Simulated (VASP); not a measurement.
All values below come from RPBE GGA, VASP's PBE PAW potentials (set 64) (plane waves; VASP).

The input files of a VASP run:

### INCAR
```
# general
SYSTEM =Re
PREC   =Accurate
ENCUT  =520   # plane-wave cut-off (eV)
LREAL  =.FALSE.   # projection in real space or not
LASPH  =.TRUE.   # aspherical one-centre terms

# electronic loop
EDIFF  =1E-7
NELM   =100   # most electronic steps
ALGO   =Normal
LMAXMIX=6

# smearing
ISMEAR =-5   # tetrahedra, Bloechl

# functional
GGA    =RP   # RPBE

# ions
ISIF   =2

# output
LWAVE  =.FALSE.
LCHARG =.TRUE.
LORBIT =11   # lm-projected
NEDOS  =601   # DOS grid
```

**KPOINTS**
```
K-points
0
gamma
 17 17 9
```

**POSCAR**
```
Re
1
    1.3918507528    -2.4107561029    -0.0000000000
    1.3918507528     2.4107561029     0.0000000000
    0.0000000000    -0.0000000000     4.4958914761
Re
2
Direct
  0.3333330000   0.6666670000   0.2500000000
  0.6666670000   0.3333330000   0.7500000000
```

POTCAR, in this order: Re (PBE.64 set). Program: vasp_std.

Unless said otherwise, spin-orbit coupling is left out, though it shifts the bands of the heavy elements here.

Q: Predict the energy per atom (σ→0), band gap (on the k-mesh).

A: 
```json
{
  "energy per atom (σ→0)": "-1140.4 kJ/mol-atom",
  "band gap (on the k-mesh)": "none (metal, semimetal or under 0.01 eV)"
}
```

### OSZICAR
```
...
DAV:   7    -0.236514163108E+02    0.34313E+00   -0.74060E-01  7039   0.256E+01    0.823E-01
DAV:   8    -0.236394474470E+02    0.11969E-01   -0.10513E-02  7141   0.114E+00    0.137E-01
DAV:   9    -0.236388993919E+02    0.54806E-03   -0.62735E-04  7058   0.348E-01    0.348E-02
DAV:  10    -0.236389336299E+02   -0.34238E-04   -0.46863E-05  5962   0.578E-02    0.376E-03
DAV:  11    -0.236389366683E+02   -0.30384E-05   -0.10309E-06  5704   0.233E-02    0.289E-03
DAV:  12    -0.236389349804E+02    0.16879E-05   -0.82647E-08  3440   0.868E-03    0.400E-04
DAV:  13    -0.236389349580E+02    0.22426E-07   -0.25960E-08  3216   0.547E-03
   1 F= -.23638935E+02 E0= -.23638935E+02  d E =0.000000E+00
```

The compound is Re in the hcp structure. It was relaxed first.
